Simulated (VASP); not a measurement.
```
CELL_PARAMETERS angstrom
      0.00000     2.84580     2.84580
      2.84580     0.00000     2.84580
      2.84580     2.84580     0.00000
ATOMIC_POSITIONS crystal
  Ca 0.00000 0.00000 0.00000
```

The base run (VASP): PBE GGA, plane waves, VASP's PBE PAW potentials (set 64). Settings: 400 eV cut-off, 10×10×10 Γ-centred mesh, first-order Methfessel-Paxton smearing of 0.10 eV, potentials Ca_sv.

One setting is varied; ΔE counts from the base run. The base run took about 20 core-seconds. The timings are rough (shared machines, no repeats); factors under 2 mean little.

Pressures at a finite cut-off, here 400 eV, hold a Pulay part, which wasn't tested here.

```csv
setting,cost over the base run,electronic steps,ΔE (meV/atom),pressure (GPa)
KPOINTS 3×3×3 Monkhorst-Pack mesh,about 1/3,11,39.5,-1.27
KPOINTS 7×7×7 Monkhorst-Pack mesh,within a factor of 2,12,-6.8,-1.28
KPOINTS 9×9×9 Monkhorst-Pack mesh,within a factor of 2,10,3.6,-1.30
base run,reference,10,0.0,-1.36
KPOINTS 10×10×10 Monkhorst-Pack mesh,within a factor of 2,11,1.9,-1.32
```

Left out are runs that failed, have no time on record or changed the cell.

The compound is Ca in the fcc structure. The cell was not relaxed at this level.
